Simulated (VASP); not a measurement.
A run of VASP 6.6.1 is set up as follows.

File INCAR:

```
SYSTEM = Ag
PREC = Accurate
ENCUT = 600
EDIFF = 1E-7
ISMEAR = 0
SIGMA = 0.1
LREAL = .FALSE.
LASPH = .TRUE.
NELM = 80
ALGO = Normal
ISIF = 3
LWAVE = .FALSE.
LCHARG = .FALSE.
METAGGA = R2SCAN
LMIXTAU = .TRUE.
LUSE_VDW = .TRUE.
IVDW_NL = 2
BPARAM = 11.95
CPARAM = 0.0093
IBRION = 2
NSW = 90
EDIFFG = -0.005
```

The input KPOINTS:

```
Automatic mesh
0
G
  18 18 18
  0 0 0
```

Contents of POSCAR:

```
Ag
1.0
    0.0000000000      2.0675000000      2.0675000000
    2.0675000000      0.0000000000      2.0675000000
    2.0675000000      2.0675000000      0.0000000000
Ag
1
Direct
    0.0000000000      0.0000000000      0.0000000000
```

Potentials or basis: VASP PAW PBE potentials, release 64 (Ag).

Launch:

```bash
$ cat potpaw_PBE.64/Ag/POTCAR > POTCAR
$ mpirun -np 1 vasp_std > vasp.out
```

**Question.** Predict the relaxed cell.

**Answer.** a = 2.887 Å, b = 2.887 Å, c = 2.887 Å, α = 60.00°, β = 60.00°, γ = 60.00°.

**Question.** Predict the space group after relaxing (to 0.05 Å).

**Answer.** Fm-3m (No. 225).

The path:
| step | energy change (eV) | largest force (eV/Å) | pressure (GPa) | volume (Å³) |
| --- | --- | --- | --- | --- |
| 1 | 0.0000 | 0.0000 | -3.90 | 17.68 |
| 2 | -0.0047 | 0.0000 | 3.01 | 16.60 |
| 3 | -0.0085 | 0.0000 | 0.01 | 17.01 |

Caveat: the PAW data sets were made with another functional, which shifts forces and pressure a little; pairwise dispersion overbinds metals, which lowers pressure and volume.
